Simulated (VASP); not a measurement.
```xyz
1
Lattice="-2.5100 2.5100 2.5100 2.5100 -2.5100 2.5100 2.5100 2.5100 -2.5100" Properties=species:S:1:pos:R:3 pbc="T T T"
Ba     0.0000     0.0000     0.0000
```

Method: PBE GGA, VASP's PBE PAW potentials (set 64) (plane waves; VASP). Run with 300 eV cut-off, 8×8×8 Γ-centred mesh, Fermi-Dirac smearing of 0.14 eV, potentials Ba_sv.

Unless said otherwise, spin-orbit coupling is left out, though it shifts the bands of the heavy elements here.

Task: Estimate the energy per atom (σ→0), band gap (on the k-mesh) with the smallest direct gap where there is one.

Result: 
```yaml
band gap (on the k-mesh): none (metal, semimetal or under 0.01 eV)
energy per atom (σ→0): -1.906 eV/atom
```

Total energies compare only between runs with the same potentials, cut-off and functional.

The structure is a typed Ba crystal. The cell was not relaxed at this level.
